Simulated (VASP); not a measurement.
# AlB2Sb3 (I-4m2) in VASP: single point with r2SCAN

Aim: the single point of AlB2Sb3 with r2SCAN.

All numbers are computed with VASP 6.6.1; they aren't measurements. Logs are shortened: lines on timing, memory, paths and dates and some standing lists are left out, and cuts for length are marked.

### Step 1. Starting point

The structure is tetragonal, space group I-4m2 (No. 119). Conventional cell: a = 3.924 Å, b = 3.924 Å, c = 17.166 Å, α = 90.00°, β = 90.00°, γ = 90.00°. Al (site symmetry -4m2) has 4 Sb at 2.62 Å as nearest neighbours. B (site symmetry 2mm) has 4 Sb at 2.34 to 2.35 Å as nearest neighbours. Around Sb (site symmetry 2mm) lie 2 B at 2.35 Å and 2 Al at 2.62 Å. Sb (site symmetry -4m2) is surrounded by 4 B at 2.34 Å.

The cell was built by a generator and needn't be a form met in nature.

### Step 2. Single point, r2SCAN

The input, INCAR:

```
SYSTEM = AlB2Sb3
ALGO = Normal
EDIFF = 1E-6
ENCUT = 520
ISIF = 2
ISMEAR = 0
KPAR = 4
LASPH = .True.
LCHARG = .False.
LMIXTAU = .True.
LREAL = .False.
LWAVE = .False.
METAGGA = R2SCAN
NBANDS = 21
NELM = 150
PREC = Accurate
SIGMA = 0.1
```

The input, KPOINTS:

```
k-points
0
Gamma
  10 10 10
  0 0 0
```

The input, POSCAR:

```
AlB2Sb3
1.0
   -1.9617700000      1.9617700000      8.5829000000
    1.9617700000     -1.9617700000      8.5829000000
    1.9617700000      1.9617700000     -8.5829000000
Al B Sb
1 2 3
Direct
    0.0000000000      0.0000000000      0.0000000000
    0.6758300000      0.6758300000      0.0000000000
    0.3241700000      0.3241700000      0.0000000000
    0.1009370000      0.6009370000      0.5000000000
    0.3990630000      0.8990630000      0.5000000000
    0.7500000000      0.2500000000      0.5000000000
```

Potentials or basis: VASP PAW PBE potentials, release 64 (Al, B, Sb).

Started as:

```console
$ cat potpaw_PBE.64/Al/POTCAR potpaw_PBE.64/B/POTCAR potpaw_PBE.64/Sb/POTCAR > POTCAR
$ mpirun -np 4 vasp_std > vasp.out
```

OUTCAR:

```text
SYSTEM = AlB2Sb3
   EDIFF = 1E-6
   ENCUT = 520
   ISIF = 2
   ISMEAR = 0
   LASPH = .True.
   LREAL = .False.
   METAGGA = R2SCAN
   NELM = 150
   PREC = Accurate

 ion  position               nearest neighbor table
   1  0.000  0.000  0.000-   4 2.62   5 2.62   4 2.62   5 2.62
   2  0.676  0.676  0.000-   6 2.34   6 2.34   4 2.35   4 2.35
   3  0.324  0.324  0.000-   6 2.34   6 2.34   5 2.35   5 2.35
   4  0.101  0.601  0.500-   2 2.35   2 2.35   1 2.62   1 2.62   6 3.77   6 3.77   6 3.77   6 3.77

   5  0.399  0.899  0.500-   3 2.35   3 2.35   1 2.62   1 2.62   6 3.77   6 3.77   6 3.77   6 3.77

   6  0.750  0.250  0.500-   3 2.34   2 2.34   3 2.34   2 2.34   4 3.77   5 3.77   5 3.77   5 3.77
                             4 3.77   5 3.77   4 3.77   4 3.77

  LATTYP: Found a body centered tetragonal cell.
 ALAT       =     3.9235400000
 C/A-ratio  =     4.3750796475

  Lattice vectors:

 A1 = (  -1.9617700000,   1.9617700000,   8.5829000000)
 A2 = (   1.9617700000,  -1.9617700000,   8.5829000000)
 A3 = (   1.9617700000,   1.9617700000,  -8.5829000000)

Analysis of symmetry for initial positions (statically):
=====================================================================
 Subroutine PRICEL returns:
 Original cell was already a primitive cell.

 Routine SETGRP: Setting up the symmetry group for a
 body centered tetragonal supercell.

 Subroutine GETGRP returns: Found  8 space group operations
 (whereof  8 operations were pure point group operations)
 out of a pool of 16 trial point group operations.

The static configuration has the point symmetry D_2d.

Analysis of symmetry for dynamics (positions and initial velocities):
=====================================================================
 Subroutine PRICEL returns:
 Original cell was already a primitive cell.

 Routine SETGRP: Setting up the symmetry group for a
 body centered tetragonal supercell.

 Subroutine GETGRP returns: Found  8 space group operations
 (whereof  8 operations were pure point group operations)
 out of a pool of 16 trial point group operations.

The dynamic configuration has the point symmetry D_2d.

 Subroutine INISYM returns: Found  8 space group operations
 (whereof  8 operations are pure point group operations),
 and found     1 'primitive' translations

----------------------------------------------------------------------------------------

                                     Primitive cell

  volume of cell :     132.1266

  direct lattice vectors                    reciprocal lattice vectors
    -1.961770000  1.961770000  8.582900000     0.000000000  0.254871876  0.058255368
     1.961770000 -1.961770000  8.582900000     0.254871876  0.000000000  0.058255368
     1.961770000  1.961770000 -8.582900000     0.254871876  0.254871876  0.000000000

  length of vectors
     9.020158284  9.020158284  9.020158284     0.261444757  0.261444757  0.360443264

  position of ions in fractional coordinates (direct lattice)
     0.000000000  0.000000000  0.000000000
     0.675830000  0.675830000  0.000000000
     0.324170000  0.324170000  0.000000000
     0.100937000  0.600937000  0.500000000
     0.399063000  0.899063000  0.500000000
     0.750000000  0.250000000  0.500000000

  ion indices of the primitive-cell ions
   primitive index   ion index
                 1           1
                 2           2
                 3           3
                 4           4
                 5           5
                 6           6

----------------------------------------------------------------------------------------

 KPOINTS: k-points

Automatic generation of k-mesh.
 Grid dimensions read from file:
 generate k-points for:   10   10   10

 Generating k-lattice:

  Cartesian coordinates                     Fractional coordinates (reciprocal lattice)
     0.000000000  0.025487188  0.005825537     0.100000000  0.000000000 -0.000000000
     0.025487188  0.000000000  0.005825537     0.000000000  0.100000000 -0.000000000
     0.025487188  0.025487188  0.000000000     0.000000000  0.000000000  0.100000000

  Length of vectors
     0.026144476  0.026144476  0.036044326

  Shift w.r.t. Gamma in fractional coordinates (k-lattice)
     0.000000000  0.000000000  0.000000000

 Subroutine IBZKPT returns following result:
 ===========================================

 Found    102 irreducible k-points:

 Following reciprocal coordinates:
            Coordinates               Weight
  0.000000  0.000000  0.000000      1.000000
  0.100000  0.000000 -0.000000      8.000000
  0.200000  0.000000 -0.000000      8.000000
  0.300000  0.000000 -0.000000      8.000000
  0.400000 -0.000000  0.000000      8.000000
  0.500000  0.000000  0.000000      4.000000
[... 16 lines left out ...]
  0.300000  0.300000 -0.000000      8.000000
  0.400000  0.300000  0.000000     16.000000
 [... further k-points ...]
   k-points           NKPTS =    102   k-points in BZ     NKDIM =    102   number of bands    NBANDS=     21
   number of dos      NEDOS =    301   number of ions     NIONS =      6
   total plane-waves  NPLWV = 343000
   dimension x,y,z NGX =    70 NGY =   70 NGZ =   70
   dimension x,y,z NGXF=   140 NGYF=  140 NGZF=  140
   ions per type =               1   2   3
   NGX,Y,Z   is equivalent  to a cutoff of  12.90, 12.90, 12.90 a.u.
   NGXF,Y,Z  is equivalent  to a cutoff of  25.80, 25.80, 25.80 a.u.
 SYSTEM =  AlB2Sb3
   PREC   = accura    normal or accurate (medium, high low for compatibility)
   ISTART =      0    job   : 0-new  1-cont  2-samecut
   ICHARG =      2    charge: 1-file 2-atom 10-const
   ISPIN  =      1    spin polarized calculation?
   LNONCOLLINEAR =      F non collinear calculations
   LSORBIT =      F    spin-orbit coupling
   LASPH  =      T    aspherical Exc in radial PAW
   ENCUT  =  520.0 eV  38.22 Ry    6.18 a.u.  16.77 16.77 16.77*2*pi/ulx,y,z
   NELM   =    150;   NELMIN=  2; NELMDL= -5     # of ELM steps
   EDIFF  = 0.1E-05   stopping-criterion for ELM
   LREAL  =      F    real-space projection
   EDIFFG = 0.1E-04   stopping-criterion for IOM
   NSW    =      0    number of steps for IOM
   IBRION =     -1    ionic relax: 0-MD 1-quasi-New 2-CG
   NFREE  =      0    steps in history (QN), initial steepest desc. (CG)
   ISIF   =      2    stress and relaxation
   ISYM   =      2    0-nonsym 1-usesym 2-fastsym
   POTIM  = 0.5000    time-step for ionic-motion
   TEBEG  =    0.0;   TEEND  =   0.0 temperature during run
   PSTRESS=    0.0 pullay stress
   NELECT =      24.0000    total number of electrons
   NUPDOWN=      -1.0000    fix difference up-down
   EMIN   =  10.00;   EMAX   =-10.00  energy-range for DOS
   EFERMI =   0.00;   METHOD = LEGACY
   ISMEAR =     0;   SIGMA  =   0.10  broadening in eV -4-tet -1-fermi 0-gaus
   EFERMI_NEDOS =   21; number of points for ismear=-14 and -15
   IALGO  =     38    algorithm
   IMIX   =      4    mixing-type and parameters
     AMIX     =   0.40;   BMIX     =  1.00
     AMIX_MAG =   1.60;   BMIX_MAG =  1.00
  volume/ion in A,a.u.               =      22.02       148.61
  Fermi-wavevector in a.u.,A,eV,Ry     =   0.927147  1.752053 11.695584  0.859601
  Thomas-Fermi vector in A             =   2.053185
   LORBIT       =      0    0 simple, 1 ext, 2 COOP (PROOUT), +10 PAW based schemes
   METAGGA = R2SCAN    functional components
   LHFCALC =     F    Hartree Fock is set to
   AEXX    =    0.0000 exact exchange contribution
   IVDW    =     0    specifies the selected vdW correction
   LEPSILON=     F    determine dielectric tensor
   LRPA    =     F    only Hartree local field effects (RPA)
 non-spin polarized calculation
 Gauss-broadening in eV      SIGMA  =   0.10
  energy-cutoff  :      520.00
  volume of cell :      132.13
 maximum number of plane-waves:      3592
 NGX is ok and might be reduce to    70
   NGX = 33   NGY = 33   NGZ = 33

 number of electron      24.0000000 magnetization

 Free energy of the ion-electron system (eV)
  ---------------------------------------------------
  ext. energy  EPLUGINS =         0.00000000
  ---------------------------------------------------
  free energy    TOTEN  =       -96.80055791 eV

  energy without entropy =      -96.80055489  energy(sigma->0) =      -96.80055640

 E-fermi :   6.8216     XC(G=0):  -9.9120

 val. band max:        6.6097203865   @ k =   0.0000   0.0000   0.0000
 cond. band min:       7.0157354429   @ k =   0.0000   0.0000   0.0000
 fundamental gap:      0.4060150564
 Fermi energy:         6.8216109323

 k-point     1 :       0.0000    0.0000    0.0000
  band No.  band energies     occupation
      1      -6.9685      2.00000
      2      -5.2725      2.00000
      3      -4.4218      2.00000
      4       0.3959      2.00000
      5       1.0015      2.00000
      6       2.8322      2.00000
[... 13 lines left out ...]
     20       9.8777      0.00000
     21      12.9525      0.00000

 k-point     2 :       0.1000    0.0000   -0.0000
  band No.  band energies     occupation
      1      -6.8775      2.00000
      2      -5.2258      2.00000
      3      -4.3354      2.00000
      4       0.1760      2.00000
      5       0.9321      2.00000
      6       2.6683      2.00000
[... 13 lines left out ...]
     20      10.5591      0.00000
     21      12.5741      0.00000

 k-point     3 :       0.2000    0.0000   -0.0000
  band No.  band energies     occupation
      1      -6.6081      2.00000
      2      -5.0843      2.00000
      3      -4.1270      2.00000
      4      -0.3658      2.00000
      5       0.5219      2.00000
      6       2.3808      2.00000
[... 13 lines left out ...]
     20      11.2997      0.00000
     21      12.0737      0.00000

 k-point     4 :       0.3000    0.0000   -0.0000
  band No.  band energies     occupation
      1      -6.1730      2.00000
      2      -4.8670      2.00000
      3      -3.9774      2.00000
      4      -0.9052      2.00000
      5      -0.1537      2.00000
      6       1.9926      2.00000
[... 13 lines left out ...]
     20      11.3888      0.00000
     21      11.6663      0.00000

 k-point     5 :       0.4000   -0.0000    0.0000
  band No.  band energies     occupation
      1      -5.6059      2.00000
      2      -4.6866      2.00000
      3      -4.1333      2.00000
      4      -1.0243      2.00000
      5      -0.7095      2.00000
      6       1.0806      2.00000
[... 13 lines left out ...]
     20      11.6323      0.00000
     21      11.8772      0.00000

 k-point     6 :       0.5000    0.0000    0.0000
  band No.  band energies     occupation
      1      -5.0906      2.00000
      2      -4.8696      2.00000
      3      -4.2740      2.00000
      4      -1.1306      2.00000
      5      -0.5866      2.00000
      6       0.4214      2.00000
[... 13 lines left out ...]
     20      11.4001      0.00000
     21      11.5358      0.00000

 k-point     7 :       0.1000    0.1000   -0.0000
  band No.  band energies     occupation
      1      -6.7813      2.00000
      2      -5.2164      2.00000
      3      -4.2002      2.00000
      4      -0.0780      2.00000
      5       0.9757      2.00000
      6       2.5446      2.00000
[... 13 lines left out ...]
     20      10.8477      0.00000
     21      11.8868      0.00000
[... 291 lines left out ...]
      1      -5.2816      2.00000
      2      -4.3030      2.00000
      3      -3.8826      2.00000
      4      -1.1069      2.00000
      5      -0.6533      2.00000
      6       1.1497      2.00000
[... 13 lines left out ...]
     20      11.8965      0.00000
     21      12.5814      0.00000

 k-point    21 :      -0.3000    0.2000   -0.0000
  band No.  band energies     occupation
      1      -5.8437      2.00000
      2      -4.4596      2.00000
      3      -3.8565      2.00000
      4      -0.8553      2.00000
      5      -0.2105      2.00000
      6       1.6572      2.00000
[... 13 lines left out ...]
     20      11.8554      0.00000
     21      12.2763      0.00000

 k-point    22 :      -0.2000    0.2000    0.0000
  band No.  band energies     occupation
      1      -6.2694      2.00000
      2      -4.7241      2.00000
      3      -4.0162      2.00000
      4      -0.3888      2.00000
      5       0.1555      2.00000
      6       1.9652      2.00000
[... 13 lines left out ...]
     20      11.5092      0.00000
     21      11.8947      0.00000

 k-point    23 :       0.3000    0.3000   -0.0000
  band No.  band energies     occupation
      1      -5.3597      2.00000
      2      -4.4182      2.00000
      3      -3.4296      2.00000
      4      -1.2376      2.00000
      5      -0.0183      2.00000
      6       1.2023      2.00000
[... 13 lines left out ...]
     20      11.4203      0.00000
     21      12.0894      0.00000

 k-point    24 :       0.4000    0.3000    0.0000
  band No.  band energies     occupation
      1      -4.8101      2.00000
      2      -4.0888      2.00000
      3      -3.5555      2.00000
      4      -1.3101      2.00000
      5      -0.5772      2.00000
      6       0.7286      2.00000
[... 13 lines left out ...]
     20      11.7117      0.00000
     21      12.5803      0.00000

 [... further k-points ...]
[... 5 lines left out ...]
  --------------------------------------------------------------------------------------
  -------------------------------------------------------------------------------------
  Total       -0.9432081     -0.9432081     -1.0870459      0.0000000      0.0000000     -0.0000000
  in kB      -11.4374146    -11.4374146    -13.1816032      0.0000000      0.0000000     -0.0000000
  external PRESSURE =     -12.0188108 kB  Pullay stress =       0.0000000 kB

 VOLUME and BASIS-vectors are now :
 -----------------------------------------------------------------------------
  energy-cutoff  :      520.00
  volume of cell :      132.13
      direct lattice vectors                 reciprocal lattice vectors
    -1.961770000  1.961770000  8.582900000     0.000000000  0.254871876  0.058255368
     1.961770000 -1.961770000  8.582900000     0.254871876  0.000000000  0.058255368
     1.961770000  1.961770000 -8.582900000     0.254871876  0.254871876  0.000000000

 POSITION                                       TOTAL-FORCE (eV/Angst)
 -----------------------------------------------------------------------------------
      0.00000      0.00000      0.00000         0.000000     -0.000000     -0.000000
      0.00000      0.00000     11.60116         0.000000     -0.000000      0.012868
      0.00000      0.00000      5.56464         0.000000     -0.000000     -0.012868
      1.96177      0.00000      1.73266        -0.000000      0.000000     -0.123499
      1.96177     -0.00000      6.85024        -0.000000      0.000000      0.123499
     -0.00000      1.96177      4.29145         0.000000     -0.000000     -0.000000
 -----------------------------------------------------------------------------------
    total drift:                                0.000000     -0.000000     -0.000000

  FREE ENERGIE OF THE ION-ELECTRON SYSTEM (eV)
  ---------------------------------------------------
  free  energy   TOTEN  =       -96.8005579077 eV

  energy  without entropy=      -96.8005548938  energy(sigma->0) =      -96.80055640
```

Wall time 30 min (4 MPI ranks of Intel Xeon Platinum 8488C (Sapphire Rapids), shared host); peak memory 0.95 GiB.

What came out:

```
Free energy            : -96.8006 eV
Pressure               : -1.2 GPa
Largest force          : 0.123 eV/Å
Band gap on the k mesh : 0.41 eV, direct
```

Forces on the atoms (eV/Å):
```
Al   0.000  0.000  0.000
B    0.000  0.000  0.013
B    0.000  0.000 -0.013
Sb   0.000  0.000 -0.123
Sb   0.000  0.000  0.123
Sb   0.000  0.000  0.000
```

Levels at points of the mesh, in eV from the valence-band top:
```
           k point  band 10  band 11  band 12  band 13  band 14  band 15
(0.00, 0.00, 0.00)    -0.57     0.00     0.00     0.41     0.56     1.37
(0.50, 0.00, 0.00)    -2.37    -1.94    -0.65     0.72     1.68     2.80
(0.50, 0.50, 0.00)    -4.21    -3.62    -3.57     0.62     0.90     2.18
(0.50, 0.50, 0.50)    -2.23    -0.69    -0.69     0.54     0.72     1.44
```

Caveat: the PAW data sets were made with another functional, which shifts forces and pressure a little; spin-orbit coupling is left out, which moves the levels of the heavy elements. r2SCAN opens gaps a little over a GGA but as a rule still falls short of measured ones.
